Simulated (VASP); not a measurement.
Energy against volume of NaCl (rock salt). Computed with PBE GGA with D3 dispersion (Becke-Johnson damping), VASP's PBE PAW potentials (set 64) (plane waves; VASP). Numerical set-up: 520 eV cut-off, 8×8×8 Γ-centred mesh, Gaussian smearing of 0.050 eV, potentials Na_pv Cl.

```tsv
V (Å³/atom)	E (eV/atom)
21.041	-3.60180
21.692	-3.60373
22.343	-3.60225
22.993	-3.59787
```

### Question
Fit these four points and predict the energy of the run at 20.390 Å³/atom.

### Answer
A cubic in V^(−2/3), the third-order Birch-Murnaghan form, passes through the four points with V0 = 21.72 Å³/atom and B0 = 28 GPa, and gives -3.5959 eV/atom there. The run gave -3.5958 eV/atom, +0.1 meV/atom from the fit; all five points give B0 = 28 GPa.

The compound is NaCl in the rock salt structure. It was relaxed first.
